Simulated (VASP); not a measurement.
Write the native input for VASP 6.6.1 that does the following.

```yaml
Task: single point
Functional: PBE
Potentials_or_basis: VASP PAW PBE potentials, release 64 (C)
Cutoff: 520 eV
k_mesh: 15 × 15 × 2
Occupations: fermi-dirac, width 0.05 eV
Spin: no spin polarisation
Dipole_correction: no
Further_INCAR_settings: LREAL = Auto; ALGO = Normal; EDIFF = 1e-06; NBANDS = 46
```

The structure of C lies in POSCAR:

```
C
1.0
    2.5221000000      0.0000000000      0.0000000000
   -1.2610500000      2.1842026709      0.0000000000
    0.0000000000      0.0000000000     16.4743000000
C
16
Direct
    0.0000000000      0.0000000000      0.0467224833
    0.0000000000      0.0000000000      0.5467224833
    0.0000000000      0.0000000000      0.4532775167
    0.0000000000      0.0000000000      0.9532775167
    0.3333333333      0.6666666667      0.0778583723
    0.6666666667      0.3333333333      0.5778583723
    0.3333333333      0.6666666667      0.4221416277
    0.6666666667      0.3333333333      0.9221416277
    0.3333333333      0.6666666667      0.1712256118
    0.6666666667      0.3333333333      0.6712256118
    0.3333333333      0.6666666667      0.3287743882
    0.6666666667      0.3333333333      0.8287743882
    0.3333333333      0.6666666667      0.7974264217
    0.6666666667      0.3333333333      0.2974264217
    0.3333333333      0.6666666667      0.7025735783
    0.6666666667      0.3333333333      0.2025735783
```

This is a hexagonal form of diamond, not graphite.

The cell isn't the ideal one: ions relaxed at fixed cell.

One way to write it, as run:

INCAR

```
  PREC = Accurate
  ENCUT = 520
  EDIFF = 1E-6
  ISMEAR = -1
  SIGMA = 0.05
  LREAL = Auto
  LASPH = T
  NELM = 80
  ALGO = Normal
  ISIF = 2
  LWAVE = F
  LCHARG = F
  GGA = PE
  NBANDS = 46
```

KPOINTS

```
Automatic mesh
0
Gamma
  15 15 2
```

Potentials or basis: VASP PAW PBE potentials, release 64 (C).

Run with:

```sh
$ cat potpaw_PBE.64/C/POTCAR > POTCAR
$ mpirun -np 1 vasp_std > vasp.out
```

It gave:

```json
{
 "Pressure": "2.7 GPa",
 "Largest force": "0.011 eV/Å",
 "Band gap on the k mesh": "4.39 eV, indirect (least direct gap 5.38 eV)"
}
```

Caveat: an odd mesh through Γ misses points on the zone boundary, where band edges often lie.

Run time: 3.2 min on 1 thread of AMD EPYC 9R45 96-Core Processor (Zen 5) (shared host), peak memory 0.26 GiB.
